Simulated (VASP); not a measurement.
# LiAl32 (a cell with a defect) in VASP: a series of runs

The runs below take LiAl32 (a cell with a defect) through single point, with PBE.

Program: VASP 6.6.1. These are calculated values, not measurements. Logs are shortened: lines on timing, memory, paths and dates and some standing lists are left out, and cuts for length are marked.

## 1. Starting point

The cell holds a defect, 33 atoms: a = 8.100 Å, b = 8.100 Å, c = 8.100 Å, α = 90.00°, β = 90.00°, γ = 90.00°.

The cell was built by a generator and needn't be a form met in nature.

## 2. Single point, PBE

Input file INCAR:

```
ALGO = Fast
EDIFF = 1E-7
ENCUT = 520
GGA = PE
ISIF = 2
ISMEAR = 0
LASPH = True
LCHARG = False
LREAL = Auto
LWAVE = False
NBANDS = 72
NELM = 100
PREC = Accurate
SIGMA = 0.05
```

Input file KPOINTS:

```
k-points
0
Gamma
  2 2 2
```

Input file POSCAR:

```
LiAl32
1.0
    8.1000000000      0.0000000000      0.0000000000
    0.0000000000      8.1000000000      0.0000000000
    0.0000000000      0.0000000000      8.1000000000
Al Li
32 1
Direct
    0.5000232099      0.0002572840      0.0019451852
    0.7446767901      0.2487516049      0.0012014815
    0.7382533333      0.0013886420      0.2486823457
    0.0000324691     -0.0053880247      0.0084591358
    0.2553469136      0.2487517284      0.0012011111
    0.5000034568      0.4958429630     -0.0043256790
    0.7398539506      0.7458246914     -0.0103450617
    0.2619591358      0.0014559259      0.2486140741
    0.5000230864      0.2479365432      0.2496597531
    0.7396927160      0.4896834568      0.2456388889
    0.5000465432      0.0053795062      0.5052028395
    0.7396397531      0.2605124691      0.5041974074
    0.7399200000      0.0043816049      0.7601764198
    0.0000308642      0.4805270370     -0.0199106173
    0.2601002469      0.7458324691     -0.0102630864
    0.0000327160      0.2417495062      0.2551895062
    0.2602618519      0.4897648148      0.2456479012
    0.5000467901      0.7448553086      0.2446040741
   -0.0001477778      0.0616997531      0.5608812346
    0.2603135802      0.2604301235      0.5041892593
    0.5000228395      0.5023920988      0.5002046914
    0.7384160494      0.7489735802      0.5010045679
    0.2600346914      0.0043724691      0.7600948148
    0.5000034568      0.2543086420      0.7542077778
    0.7446364198      0.5014760494      0.7485954321
   -0.0001472840      0.6884353086      0.1889506173
    0.0000328395      0.5083002469      0.4946061728
    0.2617939506      0.7489065432      0.5010713580
    0.0000304938      0.2696343210      0.7697181481
    0.2553890123      0.5014761728      0.7485949383
    0.5000228395      0.7499237037      0.7477601235
    0.0000328395      0.7555901235      0.7415145679
    0.0002846914      0.8753191358      0.3746571605
```

Potentials or basis: VASP PAW PBE potentials, release 64 (Al, Li_sv).

On the command line:

```sh
$ cat potpaw_PBE.64/Al/POTCAR potpaw_PBE.64/Li_sv/POTCAR > POTCAR
$ mpirun -np 1 vasp_std > vasp.out
```

OUTCAR:

```text
EDIFF = 1E-7
   ENCUT = 520
   GGA = PE
   ISIF = 2
   ISMEAR = 0
   LASPH = True
   LREAL = Auto
   NELM = 100
   PREC = Accurate

 ion  position               nearest neighbor table
   1  0.500  0.000  0.002-  13 2.76  23 2.76   8 2.78   3 2.78   2 2.82   5 2.82   7 2.83  15 2.83
                             9 2.84  18 2.85  24 2.87  31 2.89
   2  0.745  0.249  0.001-  10 2.78  13 2.78  29 2.80  14 2.80  24 2.82   6 2.82   9 2.82   1 2.82
                             3 2.83  25 2.89  16 2.92   4 2.92
   3  0.738  0.001  0.249-  33 2.57   9 2.78   1 2.78   2 2.83  11 2.84  18 2.84   4 2.88  16 2.88
                            22 2.89   7 2.95  12 2.95  19 3.34  26 3.34
   4  0.000  0.995  0.008-  16 2.83   3 2.88  26 2.88   8 2.88  32 2.90  23 2.91  13 2.91   5 2.92
                             2 2.92  15 2.92   7 2.92  29 2.95
   5  0.255  0.249  0.001-  17 2.78  23 2.78  29 2.80  14 2.80  24 2.82   6 2.82   9 2.82   1 2.82
                             8 2.83  30 2.89  16 2.92   4 2.92
   6  0.500  0.496  0.996-  24 2.77  10 2.81  17 2.81   7 2.81  15 2.81  30 2.82  25 2.82   5 2.82
                             2 2.82  18 2.85   9 2.87  31 2.88
   7  0.740  0.746  0.990-  26 2.69  31 2.76  25 2.78  13 2.80   6 2.81   1 2.83  18 2.84  32 2.91
                             4 2.92  10 2.93   3 2.95  14 3.01
   8  0.262  0.001  0.249-  33 2.56   9 2.78   1 2.78   5 2.83  11 2.84  18 2.84   4 2.88  16 2.88
                            28 2.89  15 2.95  20 2.95  19 3.34  26 3.34
   9  0.500  0.248  0.250-  10 2.76  17 2.76   8 2.78   3 2.78   2 2.82   5 2.82  12 2.83  20 2.83
[... 32 lines left out ...]
                            22 2.84   2 2.89  27 2.92  32 2.92
  26  1.000  0.688  0.189-  33 2.13  14 2.39  10 2.69  17 2.69   7 2.69  15 2.70  27 2.87   4 2.88
                            22 3.33  28 3.34   3 3.34   8 3.34
  27  0.000  0.508  0.495-  32 2.83  26 2.87  22 2.88  28 2.88  16 2.90  20 2.91  12 2.91  30 2.92
                            25 2.92  17 2.92  10 2.92  29 2.95
  28  0.262  0.749  0.501-  33 2.57  21 2.78  31 2.78  30 2.84  18 2.84  11 2.84  32 2.88  27 2.88
                             8 2.89  23 2.95  17 2.95  26 3.34  19 3.34
  29  0.000  0.270  0.770-  19 2.39  14 2.41   5 2.80   2 2.80  30 2.80  25 2.80   4 2.95  27 2.95
                            23 3.01  13 3.01  20 3.01  12 3.01
  30  0.255  0.501  0.749-  20 2.78  15 2.78  14 2.80  29 2.80   6 2.82  24 2.82  21 2.82  31 2.82
                            28 2.84   5 2.89  27 2.92  32 2.92
  31  0.500  0.750  0.748-   7 2.76  15 2.76  28 2.78  22 2.78  25 2.82  30 2.82  13 2.83  23 2.83
                            21 2.84  11 2.85   6 2.88   1 2.89
  32  0.000  0.756  0.742-  27 2.83  19 2.88  22 2.88  28 2.88   4 2.90  15 2.91   7 2.91  30 2.92
                            23 2.92  25 2.92  13 2.92  14 2.95
  33  0.000  0.875  0.375-  26 2.13  19 2.13   8 2.56  28 2.57   3 2.57  22 2.57

  LATTYP: Found a simple cubic cell.
 ALAT       =     8.1000000000

  Lattice vectors:

 A1 = (   8.1000000000,   0.0000000000,   0.0000000000)
 A2 = (   0.0000000000,   8.1000000000,   0.0000000000)
 A3 = (   0.0000000000,   0.0000000000,   8.1000000000)

Analysis of symmetry for initial positions (statically):
=====================================================================
 Subroutine PRICEL returns:
 Original cell was already a primitive cell.

 Routine SETGRP: Setting up the symmetry group for a
 simple cubic supercell.

 Subroutine GETGRP returns: Found  1 space group operations
 (whereof  1 operations were pure point group operations)
 out of a pool of 48 trial point group operations.

The static configuration has the point symmetry C_1 .

Analysis of symmetry for dynamics (positions and initial velocities):
=====================================================================
 Subroutine PRICEL returns:
 Original cell was already a primitive cell.

 Routine SETGRP: Setting up the symmetry group for a
 simple cubic supercell.

 Subroutine GETGRP returns: Found  1 space group operations
[... 43 lines left out ...]
   NELECT =      99.0000    total number of electrons
   NUPDOWN=      -1.0000    fix difference up-down
   EMIN   =  10.00;   EMAX   =-10.00  energy-range for DOS
   EFERMI =   0.00;   METHOD = LEGACY
   ISMEAR =     0;   SIGMA  =   0.05  broadening in eV -4-tet -1-fermi 0-gaus
   EFERMI_NEDOS =   21; number of points for ismear=-14 and -15
   IALGO  =     68    algorithm
   IMIX   =      4    mixing-type and parameters
     AMIX     =   0.40;   BMIX     =  1.00
     AMIX_MAG =   1.60;   BMIX_MAG =  1.00
  volume/ion in A,a.u.               =      16.10       108.68
  Fermi-wavevector in a.u.,A,eV,Ry     =   0.934978  1.766853 11.894002  0.874184
  Thomas-Fermi vector in A             =   2.061839
   LORBIT       =      0    0 simple, 1 ext, 2 COOP (PROOUT), +10 PAW based schemes
   GGA     = PE    functional components
   LHFCALC =     F    Hartree Fock is set to
   AEXX    =    0.0000 exact exchange contribution
   IVDW    =     0    specifies the selected vdW correction
   LEPSILON=     F    determine dielectric tensor
   LRPA    =     F    only Hartree local field effects (RPA)
 non-spin polarized calculation
 RMM-DIIS sequential band-by-band and
 Gauss-broadening in eV      SIGMA  =   0.05
  energy-cutoff  :      520.00
  volume of cell :      531.44
 maximum number of plane-waves:     14400
   NGX = 31   NGY = 31   NGZ = 31

 number of electron      98.9999997 magnetization

 Free energy of the ion-electron system (eV)
  ---------------------------------------------------
  ext. energy  EPLUGINS =         0.00000000
  ---------------------------------------------------
  free energy    TOTEN  =      -119.30034057 eV

  energy without entropy =     -119.28791678  energy(sigma->0) =     -119.29412867

 E-fermi :   7.7009     XC(G=0): -10.2120

 val. band max:        7.6994694498   @ k =   0.5000   0.0000   0.0000
 cond. band min:       7.7263349781   @ k =   0.0000   0.0000   0.5000
 fundamental gap:      0.0268655283
 Fermi energy:         7.7008706567

 k-point     1 :       0.0000    0.0000    0.0000
  band No.  band energies     occupation
      1     -38.4035      2.00000
      2      -3.1334      2.00000
      3      -1.0402      2.00000
      4      -1.0180      2.00000
      5      -0.9199      2.00000
      6      -0.9145      2.00000
[... 501 lines left out ...]
     60      11.0829      0.00000
     61      11.2285      0.00000
 [bands above 61 left out]

------------------------ aborting loop because EDIFF is reached ----------------------------------------

  FORCE on cell =-STRESS in cart. coord.  units (eV):
  Direction    XX          YY          ZZ          XY          YZ          ZX
  --------------------------------------------------------------------------------------
  -------------------------------------------------------------------------------------
  Total        8.7055058     13.4880968     13.4928747     -0.0023144     10.7748498     -0.0014672
  in kB       26.2451789     40.6636353     40.6780393     -0.0069775     32.4837942     -0.0044231
  external PRESSURE =      35.8622845 kB  Pullay stress =       0.0000000 kB

 VOLUME and BASIS-vectors are now :
 -----------------------------------------------------------------------------
  energy-cutoff  :      520.00
  volume of cell :      531.44
      direct lattice vectors                 reciprocal lattice vectors
     8.100000000  0.000000000  0.000000000     0.123456790  0.000000000  0.000000000
     0.000000000  8.100000000  0.000000000     0.000000000  0.123456790  0.000000000
     0.000000000  0.000000000  8.100000000     0.000000000  0.000000000  0.123456790

 POSITION                                       TOTAL-FORCE (eV/Angst)
 -----------------------------------------------------------------------------------
      4.05019      0.00208      0.01576        -0.000205     -0.011719     -0.002779
      6.03188      2.01489      0.00973         0.013624     -0.023915      0.024835
      5.97985      0.01125      2.01433        -0.032698     -0.024743      0.024977
      0.00026      8.05636      0.06852         0.000153      0.000647     -0.018061
      2.06831      2.01489      0.00973        -0.013565     -0.023938      0.024861
      4.05003      4.01633      8.06496         0.000081     -0.017269     -0.017428
[... 25 lines left out ...]
      0.00027      6.12028      6.00627         0.000080     -0.003027      0.013482
      0.00231      7.09008      3.03472         0.000892      0.003432     -0.003273
 -----------------------------------------------------------------------------------
    total drift:                               -0.001169     -0.006388      0.009610

  FREE ENERGIE OF THE ION-ELECTRON SYSTEM (eV)
  ---------------------------------------------------
  free  energy   TOTEN  =      -119.3003405676 eV

  energy  without entropy=     -119.2879167817  energy(sigma->0) =     -119.29412867
```

Run time: 6 min. Hardware: 1 thread of Intel Xeon 6975P-C (Granite Rapids), shared host; peak memory 0.57 GiB.

What came out:

```yaml
Free_energy: -119.3003 eV
Largest_force: 0.059 eV/Å
Band_gap_on_the_k_mesh: none (metal or under the smearing width)
```

Forces in eV/Å, atoms in the order of the input:
```
Al   0.000 -0.012 -0.003
Al   0.014 -0.024  0.025
Al  -0.033 -0.025  0.025
Al   0.000  0.001 -0.018
Al  -0.014 -0.024  0.025
Al   0.000 -0.017 -0.017
Al   0.015 -0.003 -0.003
Al   0.032 -0.026  0.025
Al   0.000  0.003  0.012
Al   0.014 -0.002 -0.003
Al   0.000  0.038  0.040
Al   0.016  0.003  0.003
Al   0.014  0.003  0.004
Al   0.000  0.043  0.040
Al  -0.016 -0.002 -0.003
Al   0.000  0.018 -0.003
Al  -0.014 -0.002 -0.004
Al   0.000 -0.040 -0.038
Al   0.001  0.026  0.034
Al  -0.016  0.002  0.003
Al   0.000 -0.004 -0.014
Al  -0.032  0.023 -0.023
Al  -0.014  0.003  0.003
Al   0.000  0.017  0.017
Al   0.014  0.025 -0.026
Al   0.001 -0.028 -0.031
Al   0.000 -0.015  0.005
Al   0.033  0.024 -0.023
Al   0.000 -0.044 -0.040
Al  -0.014  0.025 -0.025
Al   0.000  0.013  0.005
Al   0.000 -0.003  0.013
Li   0.001  0.003 -0.003
```

Caveat: the k mesh is coarse (spacing up to 0.39 Å⁻¹), so the values aren't converged; the cutoff is under 1.25 times the usual one of these potentials, so pressure, stress and relaxed cells hold a basis-set (Pulay) error.

(Part 1 of 2 ends here.)
